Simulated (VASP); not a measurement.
These are vdW-DF-cx, VASP's PBE PAW potentials (set 64) (plane waves; VASP 6.6.1) values and carry that method's errors.

A VASP calculation is set up with these files.

File POSCAR:
```
LiH
1.0
  0.0000000000   2.0154247137   2.0154247137
  2.0154247137   0.0000000000   2.0154247137
  2.0154247137   2.0154247137   0.0000000000
Li H
1 1
Cart
  0.0000000000   0.0000000000   0.0000000000
  2.0154247137   2.0154247137   2.0154247137
```

### KPOINTS
```
kpoints
0
G
 13 13 13
```

### INCAR
```
ISIF=2   # forces and stress, cell fixed
ISMEAR=-5   # tetrahedra, Bloechl
ALGO=Normal   # blocked Davidson
LCHARG=.TRUE.
ENCUT=520
NELM=100
AGGAC=0.0
NEDOS=601
EDIFF=1E-7   # SCF stop (eV)
LORBIT=11   # lm-projected
LWAVE=.FALSE.
LUSE_VDW=.TRUE.
PREC=Accurate
LASPH=.TRUE.   # aspherical one-centre terms
SYSTEM=LiH
LREAL=.FALSE.   # projection in real space or not
GGA=CX
```

POTCAR, in this order: Li_sv H (PBE.64 set). Program: vasp_std.

Q: What does the run give for the energy per atom (σ→0)?

A: 
| Quantity | Value |
|---|---|
| energy per atom (σ→0) | -2.603 eV/atom |

### OSZICAR
```
...
DAV:   8    -0.520620014270E+01   -0.20135E-02   -0.58432E-03  1104   0.702E-01    0.394E-02
DAV:   9    -0.520615994454E+01    0.40198E-04   -0.22174E-04  1500   0.940E-02    0.120E-02
DAV:  10    -0.520615983658E+01    0.10796E-06   -0.78120E-06  1116   0.254E-02    0.254E-03
DAV:  11    -0.520615789567E+01    0.19409E-05   -0.39019E-07  1428   0.615E-03    0.802E-04
DAV:  12    -0.520615562449E+01    0.22712E-05   -0.25394E-08   756   0.187E-03    0.942E-04
DAV:  13    -0.520615672868E+01   -0.11042E-05   -0.13144E-08   546   0.102E-03    0.566E-05
DAV:  14    -0.520615678083E+01   -0.52153E-07   -0.11872E-09   504   0.361E-04
   1 F= -.52061568E+01 E0= -.52061568E+01  d E =0.000000E+00
```

The compound is LiH in the rock salt structure. It was relaxed first.
